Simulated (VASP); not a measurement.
Pt:

```
Pt
1.0
     0.00000    1.96090    1.96090
     1.96090    0.00000    1.96090
     1.96090    1.96090    0.00000
Pt
1
Cartesian
  0.0000 0.0000 0.0000
```

```yaml
Program: VASP 6.6.1
Task: relaxation of cell and atoms
Functional: PBE
Potentials_or_basis: VASP PAW PBE potentials, release 64 (Pt)
Cutoff: 520 eV
k_mesh: 18 × 18 × 18
Occupations: gaussian, width 0.1 eV
Spin: collinear spin, ferromagnetic start
Starting_moments: "[1] μB"
```

At the start: pressure 9.5 GPa; volume 15.08 Å³/atom.

Problem. How do energy, volume and symmetry change on relaxing?

Solution. Over 17 steps the energy falls by 15.2 meV/atom and the volume is 15.61 Å³/atom (+3.5 %); space group Fm-3m (No. 225, to 0.05 Å); moment 0.00 μB per cell.

The path:
```
step  energy change (eV)  largest force (eV/Å)  pressure (GPa)  volume (Å³)
   1              0.0000                0.0000            9.52        15.08
   2              0.0772                0.0000          -17.71        17.12
   3             -0.0152                0.0000           -0.29        15.63
   4             -0.0152                0.0000           -0.03        15.62
   5             -0.0152                0.0000            0.14        15.60
   6             -0.0152                0.0000            0.14        15.60
   7             -0.0152                0.0000            0.11        15.61
   8             -0.0152                0.0000            0.12        15.61
   9             -0.0152                0.0000            0.12        15.61
  10             -0.0152                0.0000            0.12        15.61
  11             -0.0152                0.0000            0.11        15.61
  12             -0.0152                0.0000            0.11        15.61
  13             -0.0152                0.0000            0.09        15.61
  14             -0.0152                0.0000            0.07        15.61
  15             -0.0152                0.0000            0.04        15.61
  16             -0.0152                0.0000           -0.05        15.62
  17             -0.0152                0.0000            0.00        15.61
```

Final structure:
```
Pt
1.0
     0.00000    1.98376    1.98376
     1.98376    0.00000    1.98376
     1.98376    1.98376    0.00000
Pt
1
Cartesian
  0.0000 0.0000 0.0000
```
